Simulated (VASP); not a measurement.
A run of VASP 6.6.1 is set up as follows.

The input POSCAR:

```
GeH4NCl
1.0
   13.0000000000      0.0000000000      0.0000000000
    0.0000000000     12.0000000000      0.0000000000
    0.0000000000      0.0000000000     13.0000000000
N Ge Cl H
1 1 1 4
Cartesian
    5.6304500200      7.1313500400      5.8015500400
    7.0032500200      6.6191499600      6.8774500600
    6.8178500000      4.5612500400      7.5587500300
    4.7224499400      7.1426499600      6.2446499700
    5.5644500600      6.6305499600      4.9265499400
    6.9826499600      7.4807499600      8.1414499400
    8.3035500600      6.6771500400      6.0736500500
```

The input INCAR.step1:

```
SYSTEM = GeH4NCl
PREC = Accurate ; ENCUT = 900
EDIFF = 1E-5 ; ISMEAR = 0
SIGMA = 0.01 ; LREAL = .False.
LASPH = .True. ; NELM = 60
ALGO = Normal ; ISIF = 2
LWAVE = .True. ; NBANDS = 24
GGA = PE
```

Contents of INCAR.step2:

```
SYSTEM = GeH4NCl
PREC = Accurate ; ENCUT = 900
EDIFF = 1E-7 ; ISMEAR = 0
SIGMA = 0.01 ; LREAL = .False.
LASPH = .True. ; NELM = 60
ALGO = Normal ; ISIF = 2
LWAVE = .False. ; LCHARG = .True.
GGA = PE ; LHFCALC = .True.
HFSCREEN = 0.2 ; PRECFOCK = Fast
IVDW = 13 ; LELF = .True.
LVHAR = .True. ; LVACPOTAV = .True.
NBANDS = 24 ; ISTART = 1
```

KPOINTS

```
regular mesh
0
Gamma
  1 1 1
  0 0 0
```

Potentials or basis: VASP PAW PBE potentials, release 64 (N_h, Ge_h, Cl_h, H_h).

Command:

```sh
$ cat potpaw_PBE.64/N_h/POTCAR potpaw_PBE.64/Ge_h/POTCAR potpaw_PBE.64/Cl_h/POTCAR potpaw_PBE.64/H_h/POTCAR > POTCAR
$ cp INCAR.step1 INCAR
$ mpirun -np 1 vasp_gam > vasp.out
$ cp INCAR.step2 INCAR
$ mpirun -np 1 vasp_gam > vasp.out
```

Q: What does it give for the largest force?

A: 0.162 eV/Å.

Q: Predict the dispersion energy per atom.

A: -0.015 eV.

Q: Estimate the gap between the frontier levels.

A: 6.87 eV.

Forces on the atoms (eV/Å):
```
N    0.033 -0.001  0.024
Ge   0.072  0.145 -0.004
Cl  -0.002 -0.014  0.003
H    0.028 -0.014 -0.006
H    0.003 -0.004  0.029
H   -0.004 -0.094 -0.122
H   -0.130 -0.017  0.076
```

Caveat: the PAW data sets were made with another functional, which shifts forces and pressure a little.
